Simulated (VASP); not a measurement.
Input:

```
C
1.0
    0.00000     1.78672     1.78672
    1.78672     0.00000     1.78672
    1.78672     1.78672     0.00000
C
2
Direct
  0.00000   0.00000   0.00000
  0.25000   0.25000   0.25000
```

All values below come from PBE GGA, VASP's PBE PAW potentials (set 64) (plane waves; VASP). Run with 600 eV cut-off, 12×12×12 Γ-centred mesh, Gaussian smearing of 0.050 eV, potentials C.

Energy and stress use the plane-wave basis of the starting cell.

**Question.** The ions, cell shape and volume at an external pressure of 10.0 GPa are relaxed. Which structure does the run end with?

**Answer.** 
```
C
1.0
    0.00000     1.77272     1.77272
    1.77272     0.00000     1.77272
    1.77272     1.77272     0.00000
C
2
Direct
  0.00000   0.00000   0.00000
  0.25000   0.25000   0.25000
```
Space group Fd-3m (227), at a tolerance of 0.03 Å.

**Question.** How do energy and volume change from the first to the last step?

**Answer.** The energy (σ→0) changes by +3.7 meV/atom and the volume by -2.3 %, in 3 ionic steps.

```csv
step,E(σ→0) (eV),max force (eV/Å),pressure (GPa),volume (Å³)
1,-18.1906,0.000,-0.68,11.41
2,-18.1444,0.000,25.81,10.79
3,-18.1831,0.000,9.93,11.14
```

The compound is C in the diamond structure. This run relaxes it under an external pressure of 10 GPa. Symmetry was kept, so distortions that lower it aren't found.
